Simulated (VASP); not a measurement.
Consider the following.

```yaml
crystal:
  lattice:
    - [0.00000, 2.34528, 2.34528]
    - [2.34528, 0.00000, 2.34528]
    - [2.34528, 2.34528, 0.00000]
  atoms:
    - { symbol: Li, position: [0.25000, 0.25000, 0.25000] }
    - { symbol: Li, position: [0.75000, 0.75000, 0.75000] }
    - { symbol: O, position: [0.00000, 0.00000, 0.00000] }
```

Level of theory: RPBE GGA, VASP's PBE PAW potentials (set 64) (plane waves; VASP). Settings: 520 eV cut-off, Gaussian smearing of 0.050 eV, potentials Li_sv O.

Q: Give the energies of bands 4 to 8 at the high-symmetry points, in eV from the valence-band maximum.

A: 
| band | Γ | X | U | L | W |
|---|---|---|---|---|---|
| 4 | 0.00 | -1.54 | -1.89 | -2.62 | -1.69 |
| 5 | 0.00 | -1.29 | -1.45 | -0.41 | -1.41 |
| 6 | 0.00 | -1.29 | -1.01 | -0.41 | -1.41 |
| 7 | 5.05 | 5.01 | 6.52 | 9.02 | 7.10 |
| 8 | 11.91 | 13.33 | 11.36 | 9.53 | 10.27 |

The gap is indirect, 5.01 eV, from the valence maximum at Γ to the conduction minimum at X.

Measured: gap 8.00 eV (computed value off by -2.99 eV), as given by Das et al., (2018), arXiv:1807.05623.

The compound is Li2O in the antifluorite structure. It was relaxed first.
